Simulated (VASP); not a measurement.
Input:

```
CELL_PARAMETERS angstrom
      2.70111     0.00000     0.00000
      0.00000     2.70111     0.00000
      0.00000     0.00000     3.74392
ATOMIC_POSITIONS crystal
  Fe 0.00000 0.00000 0.00000
  Pt 0.50000 0.50000 0.50000
```
Starting moments (μB, in the order of the record's atoms Fe Pt): 2.9 0.3.

Computed with PBE GGA, VASP's PBE PAW potentials (set 64) (plane waves; VASP 6.6.1). Numerical set-up: 500 eV cut-off, 13×13×10 Γ-centred mesh, first-order Methfessel-Paxton smearing of 0.10 eV, potentials Fe Pt.

Energy and stress use the plane-wave basis of the starting cell.

Q: The ions, cell shape and volume at an external pressure of 10.0 GPa are relaxed. Predict the relaxed structure.

A: 
```
CELL_PARAMETERS angstrom
      2.68288     0.00000     0.00000
      0.00000     2.68288     0.00000
      0.00000     0.00000     3.71840
ATOMIC_POSITIONS crystal
  Fe 0.00000 0.00000 0.00000
  Pt 0.50000 0.50000 0.50000
```
Space group P4/mmm (123), at a tolerance of 0.03 Å. The cell ends with 3.19 μB, on the sites 2.85 0.32 μB.

Q: How do energy and volume change from the first to the last step?

A: The energy (σ→0) changes by +12.7 meV/atom and the volume by -2.0 %, in 3 ionic steps.

The compound is FePt in the L1_0 structure. This run relaxes it under an external pressure of 10 GPa. Symmetry was kept, so distortions that lower it aren't found.
